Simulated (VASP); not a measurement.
AlHg, 2 atoms in the cell. The structure is cubic, space group F-43m (No. 216). The conventional cell has a = 6.137 Å, b = 6.137 Å, c = 6.137 Å, α = 90.00°, β = 90.00°, γ = 90.00°. Around Al (site symmetry -43m) lie 4 Hg at 2.66 Å. Around Hg (site symmetry -43m) lie 4 Al at 2.66 Å. The cell was built by a generator and needn't be a form met in nature.

```yaml
Program: VASP 6.6.1
Task: relaxation of cell and atoms
Functional: rev-vdW-DF2
Potentials_or_basis: VASP PAW PBE potentials, release 64 (Al, Hg)
Cutoff: 600 eV
k_mesh: 8 × 8 × 8
Occupations: fermi-dirac, width 0.05 eV
Spin: no spin polarisation
Further_INCAR_settings: ALGO = Fast; EDIFF = 1e-06; IBRION = 2; EDIFFG = -0.005; NSW = 60; ISIF = 3
```

Potentials or basis: VASP PAW PBE potentials, release 64 (Al, Hg).

Run with:

```bash
$ cat potpaw_PBE.64/Al/POTCAR potpaw_PBE.64/Hg/POTCAR > POTCAR
$ mpirun -np 1 vasp_std > vasp.out
```

Hardware: 1 thread of Intel(R) Xeon(R) Platinum 8488C (Sapphire Rapids) (shared host).

Task: How long does it take, and how much memory?

Result: Wall time 5.4 min on 1 thread of Intel(R) Xeon(R) Platinum 8488C (Sapphire Rapids), on a shared host, peak memory 0.47 GiB. Counts: scf iterations 45, k points 29, ion steps 6.
